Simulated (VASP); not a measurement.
# SiH₃F: training a force field on the fly

SiH₃F, molecule in box, 5 atoms in the cell. PBE, machine-learned force field trained on the fly; PAW potentials F, Si, H (PBE set).

## Input

INCAR.step1:
```
SYSTEM = SiH3F
PREC = Normal
ENCUT = 400
EDIFF = 1E-5
LREAL = .False.
ALGO = Fast
NELMIN = 4
NELM = 100
ISYM = 0
ISMEAR = 0
SIGMA = 0.05
LWAVE = .False.
LCHARG = .False.
IBRION = 0
ISIF = 2
TEBEG = 300
POTIM = 0.7
RANDOM_SEED = 601070 0 0
MDALGO = 1
ANDERSEN_PROB = 0.1
NSW = 160
ML_LMLFF = .True.
ML_MODE = train
ML_CTIFOR = 1E-6
ML_WTSIF = 1E-10
ML_NMDINT = 1
ML_ICRITERIA = 0
```

INCAR.step2:
```
SYSTEM = SiH3F
PREC = Normal
ENCUT = 400
EDIFF = 1E-5
LREAL = .False.
ALGO = Fast
NELMIN = 4
NELM = 100
ISYM = 0
ISMEAR = 0
SIGMA = 0.05
LWAVE = .False.
LCHARG = .False.
IBRION = 0
ISIF = 2
TEBEG = 180
POTIM = 0.7
RANDOM_SEED = 302269 0 0
MDALGO = 3
LANGEVIN_GAMMA = 10 10 10
NSW = 2000
TEEND = 375
ML_LMLFF = .True.
ML_MODE = train
ML_CTIFOR = 0.02
ML_WTSIF = 1E-10
ML_NMDINT = 2
```

INCAR.step3:
```
SYSTEM = SiH3F
PREC = Normal
ENCUT = 400
EDIFF = 1E-5
LREAL = .False.
ALGO = Fast
NELMIN = 4
NELM = 100
ISYM = 0
ISMEAR = 0
SIGMA = 0.05
LWAVE = .False.
LCHARG = .False.
ML_LMLFF = .True.
ML_MODE = refit
ML_WTSIF = 1E-10
```

INCAR.step4:
```
SYSTEM = SiH3F
PREC = Normal
ENCUT = 400
ISYM = 0
ISMEAR = 0
SIGMA = 0.05
LWAVE = .False.
LCHARG = .False.
ML_LMLFF = .True.
ML_MODE = run
NWRITE = 2
IBRION = -1
NSW = 0
```

INCAR.step5:
```
SYSTEM = SiH3F
PREC = Normal
ENCUT = 400
EDIFF = 1E-5
LREAL = .False.
ALGO = Fast
NELMIN = 4
NELM = 100
ISYM = 0
ISMEAR = 0
SIGMA = 0.05
LWAVE = .False.
LCHARG = .False.
```

INCAR.step6:
```
SYSTEM = SiH3F
PREC = Normal
ENCUT = 400
ISYM = 0
ISMEAR = 0
SIGMA = 0.05
LWAVE = .False.
LCHARG = .False.
ML_LMLFF = .True.
ML_MODE = run
NWRITE = 0
IBRION = 2
NSW = 300
EDIFFG = -2E-4
ISIF = 2
```

KPOINTS:
```
k-points
0
Gamma
  1 1 1
```

POSCAR.step1:
```
SiH3F
1.0
    8.5000000000      0.0000000000      0.0000000000
    0.0000000000      8.5000000000      0.0000000000
    0.0000000000      0.0000000000      8.5000000000
F Si H
1 1 3
Direct
    0.3732294100      0.5205941200      0.6353941200
    0.5282764700      0.4991705900      0.5308411800
    0.4799117700      0.4787823500      0.3646058800
    0.6136058800      0.3581588300      0.5875823500
    0.6267705900      0.6418411700      0.5489705800
```

Commands (each step's output is kept before the next begins):
```
cat potpaw_PBE.64/F/POTCAR potpaw_PBE.64/Si/POTCAR potpaw_PBE.64/H/POTCAR > POTCAR
cp INCAR.step1 INCAR
cp POSCAR.step1 POSCAR
mpirun -np 4 vasp_gam > vasp.out
cp ML_ABN ../ML_AB
cp CONTCAR POSCAR
cp ../ML_AB ML_AB
cp INCAR.step2 INCAR
mpirun -np 4 vasp_gam > vasp.out
cp ML_ABN ../ML_AB
cp CONTCAR POSCAR
cp ../ML_AB ML_AB
cp INCAR.step3 INCAR
mpirun -np 4 vasp_gam > vasp.out
cp ML_FFN ../ML_FF
cp ../ML_FF ML_FF
rm ML_AB
cp INCAR.step4 INCAR
mpirun -np 4 vasp_gam > vasp.out
cp INCAR.step5 INCAR
mpirun -np 4 vasp_gam > vasp.out
cp INCAR.step6 INCAR
mpirun -np 4 vasp_gam > vasp.out
cp CONTCAR ../POSCAR.min
cp CONTCAR POSCAR
cp INCAR.step5 INCAR
mpirun -np 4 vasp_gam > vasp.out
cp INCAR.step4 INCAR
mpirun -np 4 vasp_gam > vasp.out
```

## Result

- Force error of the fit (eV/Å): 0.002
- Energy error of the fit (eV/atom): 0.0000

The training runs are MD at 180 to 375 K, 1.5 ps in all.

Between the relaxed minimum and a frame of the training run, the force field gives 0.083 eV and DFT 0.081 eV.

ML_LOGFILE.step1:
```
# STATUS This line describes the overall status of each step.
# STATUS
# STATUS nstep ..... MD time step or input structure counter
# STATUS state ..... One-word description of step action
# STATUS             - "accurate"  (1) : Errors are low, force field is used
# STATUS             - "threshold" (2) : Errors exceeded threshold, structure is sampled from ab initio
# STATUS             - "learning"  (3) : Stored configurations are used for training force field
# STATUS             - "critical"  (4) : Errors are high, ab initio sampling and learning is enforced
# STATUS             - "predict"   (5) : Force field is used in prediction mode only, no error checking
# STATUS             - "predfast"  (6) : Prediction mode only, no error checking, no error estimates
# STATUS             - "interval"  (7) : Errors exceeded threshold, but too close to last sampling (ML_NMDINT)
# STATUS is ........ Integer representation of above one-word description (integer in parenthesis)
# STATUS doabin .... Perform ab initio calculation (T/F)
# STATUS iff ....... Force field available (T/F, False after startup hints to possible convergence problems)
[... 34 lines left out ...]
BEEF                  157   4.73839841E-06   2.81145144E-03   1.24616242E-03   1.00000000E-06   4.34374980E-02   2.35184494E-02
BEEF                  158   4.51948327E-06   2.71636774E-03   1.21604439E-03   1.00000000E-06   4.33324583E-02   2.35072858E-02
BEEF                  159   4.29467953E-06   2.49130183E-03   1.12630354E-03   1.00000000E-06   4.24468728E-02   2.32384026E-02
BEEF                  160   4.07621510E-06   2.17886489E-03   1.00011594E-03   1.00000000E-06   4.13650522E-02   2.29100632E-02
ERR                   157   5.24369565E-05   4.97556048E-03   2.64112690E+00
ERR                   158   5.24472729E-05   4.94713601E-03   2.61829982E+00
ERR                   159   5.36825749E-05   4.94604109E-03   2.64017447E+00
ERR                   160   5.29319090E-05   4.95825016E-03   2.61722840E+00
```

ML_LOGFILE.step2:
```
# STATUS This line describes the overall status of each step.
# STATUS
# STATUS nstep ..... MD time step or input structure counter
# STATUS state ..... One-word description of step action
# STATUS             - "accurate"  (1) : Errors are low, force field is used
# STATUS             - "threshold" (2) : Errors exceeded threshold, structure is sampled from ab initio
# STATUS             - "learning"  (3) : Stored configurations are used for training force field
# STATUS             - "critical"  (4) : Errors are high, ab initio sampling and learning is enforced
# STATUS             - "predict"   (5) : Force field is used in prediction mode only, no error checking
# STATUS             - "predfast"  (6) : Prediction mode only, no error checking, no error estimates
# STATUS             - "interval"  (7) : Errors exceeded threshold, but too close to last sampling (ML_NMDINT)
# STATUS is ........ Integer representation of above one-word description (integer in parenthesis)
# STATUS doabin .... Perform ab initio calculation (T/F)
# STATUS iff ....... Force field available (T/F, False after startup hints to possible convergence problems)
[... 28 lines left out ...]
STATUS               1999  accurate  1      F      T      1999      1999
STATUS               2000  accurate  1      F      T      2000      2000
SPRSC                   0       160       160 F         32        32 Si        34        34 H         89        88
BEEF                 1997   9.33671570E-06   2.81116323E-03   1.29485673E-03   2.00000000E-02   2.80328233E-02   1.87051078E-02
BEEF                 1998   8.67275163E-06   2.62506820E-03   1.17363883E-03   2.00000000E-02   2.84751133E-02   1.87184235E-02
BEEF                 1999   8.16043670E-06   2.43517710E-03   1.06887793E-03   2.00000000E-02   2.93292210E-02   1.89169815E-02
BEEF                 2000   7.81837102E-06   2.31009993E-03   1.00580343E-03   2.00000000E-02   3.04351802E-02   1.92761951E-02
ERR                     0   5.29223035E-05   4.95430395E-03   2.61382097E+00
```

ML_LOGFILE.step3:
```
# STATUS This line describes the overall status of each step.
# STATUS
# STATUS nstep ..... MD time step or input structure counter
# STATUS state ..... One-word description of step action
# STATUS             - "accurate"  (1) : Errors are low, force field is used
# STATUS             - "threshold" (2) : Errors exceeded threshold, structure is sampled from ab initio
# STATUS             - "learning"  (3) : Stored configurations are used for training force field
# STATUS             - "critical"  (4) : Errors are high, ab initio sampling and learning is enforced
# STATUS             - "predict"   (5) : Force field is used in prediction mode only, no error checking
# STATUS             - "predfast"  (6) : Prediction mode only, no error checking, no error estimates
# STATUS             - "interval"  (7) : Errors exceeded threshold, but too close to last sampling (ML_NMDINT)
# STATUS is ........ Integer representation of above one-word description (integer in parenthesis)
# STATUS doabin .... Perform ab initio calculation (T/F)
# STATUS iff ....... Force field available (T/F, False after startup hints to possible convergence problems)
[... 20 lines left out ...]
# BEEF bee_ave_stress ... Bayesian error estimate of stresses (average) (kB)
# BEEF              nstep       bee_energy    bee_max_force    bee_ave_force        threshold   bee_max_stress   bee_ave_stress
# BEEF                  2                3                4                5                6                7                8
# SPRSC This line shows the results of sparsification regarding the number
# SPRSC of reference structures and local reference configurations.
# SPRSC
STATUS                  0  learning  3      T      F         0         0
STATUS                  1  accurate  1      F      T         1         1
SPRSC                   0       160       160 F         32        32 Si        34        34 H         88        88
ERR                     0   2.59094044E-05   2.21363700E-03   2.67971644E+00
```

Limits: the nuclei move classically.

VASP 6.6.1 took 216 s on 4 cores (Intel Xeon Platinum 8488C (Sapphire Rapids)), a shared host.
